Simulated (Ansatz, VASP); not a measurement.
# BaZrO3: VASP beside Ansatz, part 2 of 2

Wanted: the spread between two codes on one cell, functional and k mesh. The cell is taken from a series of runs on this material, whose earlier steps may have relaxed, scaled, displaced or heated it; both programs get it as it stands.

VASP 6.6.1 and Ansatz 0.2.0.

So far: The structure; VASP: relaxation of cell and atoms, PBE.

**3. Ansatz: relaxation of cell and atoms, PBE**

Level of this step: Ansatz beside VASP: Kohn-Sham DFT, plane waves, PBE (Ansatz).

Ansatz runs on its PAW soft_1 files.

The same cell, functional and mesh now go to Ansatz, which takes its cutoff from its data sets.

File input.yaml:

```yaml
crystal:
  lattice:
    - [4.2272056361, 0.0, 0.0]
    - [0.0, 4.2272056361, 0.0]
    - [0.0, 0.0, 4.2272056361]
  atoms:
    - { symbol: O, position: [0.0, 0.5, 0.5] }
    - { symbol: O, position: [0.5, 0.0, 0.5] }
    - { symbol: O, position: [0.5, 0.5, 0.0] }
    - { symbol: Zr, position: [0.5, 0.5, 0.5] }
    - { symbol: Ba, position: [0.0, 0.0, 0.0] }
kpoints:
  mp_grid: { grid: [8, 8, 8] }
hamiltonian:
  xc: pbe
  pseudopotentials: { kind: paw, azcp: { folder: soft_1 } }
scf:
  occupations: { method: fixed }
output:
  forces: true
  stress: true
  eigenvalues: true
relax:
  adjacent_minimum: "off"
  f_tol: 0.001
  max_steps: 60
  cell: { stress_tol: 0.01 }
```

Started as:

```sh
ansatz run input.yaml --threads 4 --pin off --max-ram 16384MiB --backend cpu --events-out ev --progress --plain --runs-dir out
```

Numbers of over 12 decimals in the logs are rounded to 6 here.

The log of the run:

```text
Engine: ansatz 0.2.0, aarch64-unknown-linux-gnu
Pseudopotentials: kind: paw
Pseudopotential: O, paw, valence charge 6, recommended cutoff 420 eV (normal), soft_1/O.paw.azcp
Pseudopotential: Zr, paw, valence charge 12, recommended cutoff 420 eV (normal), soft_1/Zr.paw.azcp
Pseudopotential: Ba, paw, valence charge 10, recommended cutoff 420 eV (normal), soft_1/Ba.paw.azcp
Functional definition: PBE
  parameter kappa = 0.804
  parameter beta = 0.066725
  exchange = pbe_x(kappa = kappa, mu = beta*pi^2/3)
  correlation = pbe_c(beta = beta)
Crystal: 5 atoms, lattice volume = 75.537 Å³
Basis set: ecut = 420 eV, 1419 PW (Γ), exchange–correlation on 60×60×60 points (8 copies of the dense FFT grid, shifted against one another)
Bands: 25, of which v1, the nominal top of the filled ones, is band 20 counted from 1 (19 counted from 0)
Symmetry: 48 space group operations
Space group: Pm-3m (ITA 221), of the structure as read, at distance tolerance 4.2e-5 Å
k-points: 35 of 512
Non-local potential: O, projectors of the file, l = 0: 2, l = 1: 2, l = 2: 1
Non-local potential: Zr, projectors of the file, l = 0: 3, l = 1: 2, l = 2: 2, l = 3: 1
Non-local potential: Ba, projectors of the file, l = 0: 3, l = 1: 2, l = 2: 2, l = 3: 2
PAW form: soft (Blöchl's): semilocal exchange-correlation on the pseudo side does not see the compensation charge
PAW one-centre angular grid: O, 110 points (default); XC on 64 Gauss nodes
PAW one-centre angular grid: Zr, 590 points (default); XC on 64 Gauss nodes
PAW one-centre angular grid: Ba, 194 points (default); XC on 64 Gauss nodes
Initial density: superposition of atomic densities (chi_scale 0.1, normalization cell, long waves kept (reshape's long-wave potential 0.00 eV rms))
Initial wavefunctions: pseudopotential atomic-orbital guess
Functional: x = pbe(κ = 0.804, μ = 0.219515), c = pbe(β = 0.066725)
SCF iter   1: F=—  HF=-11844.964189 eV  |F-HF|=—  |Δ(HF+E_count)|=         —  Δρ=5.04e-2  dr2=1.37e0  ethr=3.10e-3  ⟨swp⟩=4.8  Hψ=3754  notcnv=0  defer=71
preconditioner: auto → Resta (q_TF=auto, 2.454 Å⁻¹)  ε∞=4.9  [insulator: Δε(μ)=2.791 eV  Ē_g=11.913 eV  n_scr=18 (ndim 8)  ℏωp=23.4 eV  f_vac=0.000  ε∞_Penn≈4.9]
SCF iter   2: F=—  HF=-11844.871156 eV  |F-HF|=—  |Δ(HF+E_count)|=   9.30e-2  Δρ=2.31e-2  dr2=4.27e-1  ethr=3.10e-3  ⟨swp⟩=2.4  Hψ=1555  notcnv=0  defer=66
SCF iter   3: F=—  HF=-11844.878969 eV  |F-HF|=—  |Δ(HF+E_count)|=   7.81e-3  Δρ=1.29e-2  dr2=1.03e-1  ethr=1.07e-3  ⟨swp⟩=2.3  Hψ=1276  notcnv=0  defer=88
SCF iter   4: F=—  HF=-11844.889640 eV  |F-HF|=—  |Δ(HF+E_count)|=   1.07e-2  Δρ=2.04e-3  dr2=2.10e-3  ethr=2.57e-4  ⟨swp⟩=2.7  Hψ=1517  notcnv=0  defer=95
SCF iter   5: F=—  HF=-11844.892645 eV  |F-HF|=—  |Δ(HF+E_count)|=   3.01e-3  Δρ=3.09e-4  dr2=6.29e-5  ethr=5.25e-6  ⟨swp⟩=2.0  Hψ=1435  notcnv=0  defer=97
SCF iter   6: F=—  HF=-11844.892713 eV  |F-HF|=—  |Δ(HF+E_count)|=   6.80e-5  Δρ=7.04e-5  dr2=4.39e-6  ethr=1.57e-7  ⟨swp⟩=2.0  Hψ=1560  notcnv=0  defer=91
SCF iter   7: F=—  HF=-11844.892718 eV  |F-HF|=—  |Δ(HF+E_count)|=   4.33e-6  Δρ=1.88e-5  dr2=2.89e-7  ethr=1.10e-8  ⟨swp⟩=2.0  Hψ=1344  notcnv=0  defer=95
SCF iter   8: F=-11844.892718 eV  HF=-11844.892718 eV  |F-HF|=3.13e-9  |Δ(HF+E_count)|=   1.69e-7  Δρ=3.00e-6  dr2=4.93e-9  ethr=2.50e-10  ⟨swp⟩=10.7  Hψ=5005  notcnv=0
SCF 1 converged in 8 iterations: F = -11844.892718 eV  dr2 = 4.93e-9
  greatest PAW one-centre occupation: 0.998 electrons in one spin orbital (limit 2), on the Zr atom at site 3 (counted from 0), in its partial waves of l = 0
relax step   1: F+E_penalty+E_count = -11844.89271770 eV  Δ(F+E_penalty+E_count) = +0.000e0 eV  max|allowed force component| = 1.925e-29 eV/Å  Δτ_max = 0.0000 Å  P = +0.002 GPa  Ω = 75.537 Å³  (8 SCF iters, dr2 threshold 1.00e-7 eV, accepted)
Initial density: handed on by an earlier stage of this run
Initial wavefunctions: pseudopotential atomic-orbital guess (no wavefunctions were taken with the density)
iter 1 solved again at ethr=2.66e-8 eV; its pass at ethr=3.10e-3 eV (dr2=1.06e-5 eV) is discarded
SCF iter   1: F=—  HF=-11844.892754 eV  |F-HF|=—  |Δ(HF+E_count)|=         —  Δρ=1.52e-5  dr2=5.02e-8  ethr=2.66e-8  ⟨swp⟩=3.1  Hψ=6333  notcnv=0  defer=100
preconditioner: auto → Resta (q_TF=auto, 2.454 Å⁻¹)  ε∞=3.7  [insulator: Δε(μ)=3.187 eV  Ē_g=16.036 eV  n_scr=18 (ndim 8)  ℏωp=26.3 eV  f_vac=0.000  ε∞_Penn≈3.7]
SCF iter   2: F=—  HF=-11844.892718 eV  |F-HF|=—  |Δ(HF+E_count)|=   3.60e-5  Δρ=6.57e-6  dr2=1.51e-8  ethr=1.25e-10  ⟨swp⟩=3.0  Hψ=2161  notcnv=0  defer=82
SCF iter   3: F=—  HF=-11844.892718 eV  |F-HF|=—  |Δ(HF+E_count)|=   1.98e-9  Δρ=4.12e-6  dr2=3.84e-9  ethr=3.77e-11  ⟨swp⟩=2.2  Hψ=1084  notcnv=0  defer=82
SCF iter   4: F=—  HF=-11844.892718 eV  |F-HF|=—  |Δ(HF+E_count)|=   2.81e-9  Δρ=2.37e-6  dr2=1.46e-9  ethr=9.60e-12  ⟨swp⟩=1.0  Hψ=840  notcnv=0  defer=82
SCF iter   5: F=—  HF=-11844.892718 eV  |F-HF|=—  |Δ(HF+E_count)|=   1.39e-9  Δρ=2.74e-7  dr2=2.06e-11  ethr=3.65e-12  ⟨swp⟩=2.0  Hψ=1446  notcnv=0  defer=82
SCF iter   6: F=—  HF=-11844.892718 eV  |F-HF|=—  |Δ(HF+E_count)|=  7.28e-12  Δρ=2.19e-7  dr2=9.22e-12  ethr=1.00e-12  ⟨swp⟩=1.0  Hψ=840  notcnv=0  defer=82
SCF iter   7: F=—  HF=-11844.892718 eV  |F-HF|=—  |Δ(HF+E_count)|=  7.28e-12  Δρ=1.21e-7  dr2=2.80e-12  ethr=1.00e-12  ⟨swp⟩=1.0  Hψ=840  notcnv=0  defer=82
SCF iter   8: F=-11844.892718 eV  HF=-11844.892718 eV  |F-HF|=1.82e-12  |Δ(HF+E_count)|=    0.00e0  Δρ=5.45e-8  dr2=5.53e-13  ethr=1.00e-12  ⟨swp⟩=10.4  Hψ=4924  notcnv=0
SCF 2 converged in 8 iterations: F = -11844.892718 eV  dr2 = 5.53e-13
relax step   2: F+E_penalty+E_count = -11844.89271770 eV  Δ(F+E_penalty+E_count) = -1.599e-9 eV  max|allowed force component| = 1.870e-29 eV/Å  Δτ_max = 0.0000 Å  P = +0.002 GPa  Ω = 75.537 Å³  stress off target by 1.57e-3 GPa  SCF on the basis re-selected at this cell (its energy is not comparable with the rows above)  (8 SCF iters)
basis re-selected at this cell: Δ(F+E_penalty+E_count) = -1.599e-9 eV, ΔP = +0.000 GPa vs the last step (what re-selecting the basis moved, of the pressure what is left beyond the Pulay correction that the steps carried, after the strain that the cell walked since its last selection, with what the two solves' SCF thresholds leave and, on support functions, any second-order correction that the steps lacked; it is no m [...]
SCF converged after 8 iterations
Free energy (F): -11844.892718 eV
Harris-Foulkes:  -11844.892718 eV  (|F-HF|=1.82e-12)
Internal energy: -11844.892718 eV  (E = F + TS)
E sigma→0 (E₀):  -11844.892718 eV
Fermi energy:    9.479041 eV
--- Per-component energies (eV) ---
  E_band       = -106.060069
  E_kinetic    = 982.740867
  E_local      = -1965.954021  (includes V_loc(G=0)·N_el)
  E_nonlocal   = 321.504610
  E_hartree    = 704.691992
  E_xc         = -571.110193
  E_vxc        = -589.397759  (∫ρ·V_xc dr)
  E_paw        = -8645.846567  (= ΣΔE_a)
  E_vpaw       = -264.340043  (= ΣTr[D̂ρ^β])
  E_aug_tail   = 0.002291  (compensation charges beyond the density's cutoff)
  E_ewald      = -2670.921697
  E_smearing   = -0.000000  (= −TS)
  E_closure    = 0.000000  (closes the sum)
  Σ components = -11844.892718   (vs F -11844.892718, Δ=0.00e0)
--- Forces (eV/Å), atoms counted from 1 ---
  atom   1  O      0.00000000     0.00000000     0.00000000
  atom   2  O     -0.00000000    -0.00000000     0.00000000
  atom   3  O     -0.00000000     0.00000000    -0.00000000
  atom   4  Zr     0.00000000    -0.00000000     0.00000000
  atom   5  Ba    -0.00000000     0.00000000    -0.00000000
  max |Σ_I F_I| component: 2.54e-29 eV/Å
--- Stress (GPa, compression-positive) ---
        0.001571       0.000000       0.000000
        0.000000       0.001571      -0.000000
        0.000000      -0.000000       0.001571
  P = ⅓ Tr σ = 0.0016 GPa (0.016 kbar)
--- Band table (eV; the first three rows and the last of 35) ---
  k-point 0: bands = [... 16 lower, 8.5201, 9.2592, 9.2592, 9.2592, 12.6659, 12.6659, 12.6659, 14.1931, ... 1 higher]
  k-point 1: bands = [... 16 lower, 8.4168, 8.8627, 9.2037, 9.2037, 12.7108, 13.0050, 13.0050, 14.4260, ... 1 higher]
  k-point 2: bands = [... 16 lower, 8.1896, 8.2485, 9.1092, 9.1092, 12.8270, 13.8027, 13.8027, 14.9989, ... 1 higher]
  k-point 34: bands = [... 16 lower, 7.0025, 9.4790, 9.4790, 9.4790, 15.4483, 15.4483, 15.4483, 16.2626, ... 1 higher]
--- Relaxed structure (1 steps of the walk, 1 accepted, 1 SCFs on fresh bases) ---
  F+E_penalty+E_count = -11844.89271770 eV   max|allowed force component| = 1.870e-29 eV/Å   (the final SCF, on the basis selected at the relaxed cell)
  cell:  # Å, volume = 75.5371 Å³
    - [4.2272056361, 0.0, 0.0]
    - [0.0, 4.2272056361, 0.0]
    - [0.0, 0.0, 4.2272056361]
  atoms:
    - { symbol: O, position: [0.0, 0.5, 0.5] }
    - { symbol: O, position: [0.5, 0.0, 0.5] }
    - { symbol: O, position: [0.5, 0.5, 0.0] }
    - { symbol: Zr, position: [0.5, 0.5, 0.5] }
    - { symbol: Ba, position: [0.0, 0.0, 0.0] }
```

**4. Comparison**

Known differences besides the potentials themselves: fixed occupations in Ansatz, narrow Gaussian smearing in VASP; the cutoff is 420 eV in Ansatz and 600 eV in VASP; Ansatz adds a Pulay correction to the stress that steers its cell, VASP none. Total energies have different zeros and are not compared.

Compared:

```csv
quantity,Ansatz,VASP,difference
volume (Å³),75.54,75.93,-0.52 %
"edge a after relaxation, in the typed setting (Å)",4.227,4.235,-0.17 %
```

**5. Outcome**

| Item | Value |
| --- | --- |
| difference in volume (relaxation of cell and atoms, PBE) | -0.52 % |

**Reading.** The difference in volume is -0.52 % (relaxation of cell and atoms, PBE), within the 1.2 % picked in this series as the mark of a large difference, as far as the stopping tolerances let one tell. How closely two codes agree says nothing of how well the functional describes the real material.

[Lines on the potential files, build, host, timing and source positions are cut from VASP's logs without a mark.]

[Logs are printed without paths, hosts, clocks, repeated set-up lines and the standing remarks that a program may print on its own settings, such as how far it seeks lower states.]

[Hosts, paths, dates, database ids (printed as entryN), source tags and the programs' standing remarks are cut or masked in the printed files.]
